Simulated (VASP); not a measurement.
VASP ran on this input.

**INCAR**
```
SYSTEM = MgSe
PREC = Accurate; ENCUT = 400; LREAL = .FALSE.
LASPH = .TRUE.
EDIFF = 1E-6; NELM = 100; ALGO = Normal
LMAXMIX = 4
ISMEAR = 0; SIGMA = 0.05
IBRION = 2; NSW = 60; ISIF = 3
EDIFFG = -0.02
LWAVE = .FALSE.; LCHARG = .FALSE.
```

File KPOINTS:
```
kpoints
0
gamma
6 6 3
0 0 0
```

### POSCAR
```
MgSe
1
    4.1667994729     0.0000000000     0.0000000000
   -2.0833997364     3.6085539448     0.0000000000
   -0.0000000000    -0.0000000000     6.7188335181
Mg Se
2 2
Direct
  0.6666670000   0.3333330000   0.4982498148
  0.3333330000   0.6666670000   0.9982498148
  0.6666670000   0.3333330000   0.8767501852
  0.3333330000   0.6666670000   0.3767501852
```

POTCAR, in this order: Mg Se (LDA.64 set). Program: vasp_std.

Question: Write an equivalent input for Ansatz.

Answer: One equivalent input (not run):
Ansatz 0.2 input:
```yaml
crystal:
  lattice:
    - [4.1667995, 0.0000000, 0.0000000]
    - [-2.0833997, 3.6085539, 0.0000000]
    - [0.0000000, 0.0000000, 6.7188335]
  atoms:
    - { symbol: Mg, position: [0.6666670, 0.3333330, 0.4982498] }
    - { symbol: Mg, position: [0.3333330, 0.6666670, 0.9982498] }
    - { symbol: Se, position: [0.6666670, 0.3333330, 0.8767502] }
    - { symbol: Se, position: [0.3333330, 0.6666670, 0.3767502] }
kpoints:
  mp_grid: { grid: [6, 6, 3] }
hamiltonian:
  xc: lda
  pseudopotentials: { kind: paw }
scf:
  occupations: { method: gaussian, width: 0.05 }
  max_iter: 100
relax:
  max_steps: 60
  f_tol: 0.02
  cell: {}
output: { forces: true, stress: true, eigenvalues: true }
```
Limits of the translation: each code has its own PAW files, so the cut-off isn't converted (ENCUT is set for VASP's; basis.ecutwfc is left out, and Ansatz then takes the one that its files recommend); Ansatz stops its SCF on the density residual and VASP on the energy change (EDIFF); Ansatz's lda is the Perdew-Wang form, while the LDA potentials of VASP carry Perdew-Zunger's.

The structure comes from a computed database's MgSe entry (P6_3mc); how it stands against other phases isn't given here. It was relaxed first. The start is the result of an earlier pass.
